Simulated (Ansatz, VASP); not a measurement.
**CdTe2Se4: VASP beside Ansatz**

Contents of INCAR:

```
PREC = Accurate ; ENCUT = 520
EDIFF = 1E-6 ; ISMEAR = 1
SIGMA = 0.0213 ; LREAL = False
LASPH = True ; NELM = 100
ALGO = Normal ; ISIF = 2
LWAVE = False ; LCHARG = True
GGA = PE ; LELF = True
LVHAR = True ; NBANDS = 33
```

Contents of KPOINTS:

```
Automatic mesh
0
Gamma
  5 5 5
```

File POSCAR:

```
CdTe2Se4
1.0
    0.0000000000      5.6133330000      0.0000000000
    5.6133330000      0.0000000000      0.0000000000
    2.8066660000      2.8066660000     -5.4298360000
Te Se Cd
2 4 1
Direct
    0.7500000000      0.2500000000      0.5000000000
    0.5000000000      0.5000000000      0.0000000000
    0.3738000000      0.4384000000      0.7104000000
    0.5616000000      0.0842000000      0.2896000000
    0.9158000000      0.8512000000      0.7104000000
    0.1488000000      0.6262000000      0.2896000000
    0.0000000000      0.0000000000      0.0000000000
```

Input for Ansatz:

```yaml
crystal:
  lattice:
    - [0.0, 5.613333, 0.0]
    - [5.613333, 0.0, 0.0]
    - [2.806666, 2.806666, -5.429836]
  atoms:
    - { symbol: Te, position: [0.75, 0.25, 0.5] }
    - { symbol: Se, position: [0.3738, 0.4384, 0.7104] }
    - { symbol: Se, position: [0.5616, 0.0842, 0.2896] }
    - { symbol: Se, position: [0.9158, 0.8512, 0.7104] }
    - { symbol: Se, position: [0.1488, 0.6262, 0.2896] }
    - { symbol: Te, position: [0.5, 0.5, 0.0] }
    - { symbol: Cd, position: [0.0, 0.0, 0.0] }
  symmetry: { tolerance: 0.0003 }
kpoints:
  mp_grid: { grid: [5, 5, 5], shift: [0, 0, 0] }
  band_path:
    path:
      - [0.0, 0.0, 0.0]
      - [0.5, -0.5, 0.0]
      - [0.5, -0.5, 0.25]
      - [0.0, -0.5, 0.0]
      - [0.0, 0.0, 0.0]
      - [0.0, 0.0, 0.5]
      - [0.0, -0.36640869, 0.31679565]
      - [0.0, -0.63359131, -0.31679565]
      - [0.0, 0.0, 0.0]
      - [0.5, -0.5, 0.0]
      - [0.36640869, -0.63359131, -0.13359131]
    npoints: 6
magnetization:
  spin_polarized: false
scf:
  occupations: { method: cold, width: 0.0213 }
  lower_state_search: "off"
  max_iter: 200
hamiltonian:
  pseudopotentials: { kind: paw }
  xc: pbe
basis:
  ecutwfc: 420
  fft_grid_basis: typed
output:
  forces: true
  stress: true
  eigenvalues: true
  bader: true
  populations: true
  elf: true
  write_potential: true
  volumetric_format: npy
  dos:
    e_range: [-12, 8]
    de: 0.05
    projected: { site_lists: { Cd: [Cd], Se: [Se], Te: [Te] } }
checkpoint:
  read: saved_state
```

The cell was built by a generator and needn't be a form met in nature.

Alike in both runs: task single point; functional PBE; k mesh 5 × 5 × 5; no spin polarisation.

```csv
,VASP,Ansatz
version,VASP 6.6.1,Ansatz 0.2.0
potentials or method,"VASP PAW PBE potentials, release 64 (Te, Se, Cd)",PAW plane waves
plane-wave cutoff (eV),520,420
occupations,"methfessel-paxton of order 1, width 0.0213 eV","cold, width 0.0213 eV"
valence electrons in the cell,48,116
```

Ansatz gave:

* pressure (GPa): 22.7
* largest component of the traceless stress (GPa): 1.14
* rms of the force components (eV/Å): 1.429

Which values does VASP return?

Pressure (GPa): 23.0; largest component of the traceless stress (GPa): 1.13; rms of the force components (eV/Å): 1.440.

The two sets of potentials don't hold the same shells in valence.

Caveats: so large a pressure means that the cell lies far from this level's equilibrium, or that cutoff or potentials fall short (VASP); forces of over 1 eV/Å show positions far from the minimum, so gaps and moduli don't describe the material at rest. The runs have no spin-orbit coupling, so splittings on Te are missing.
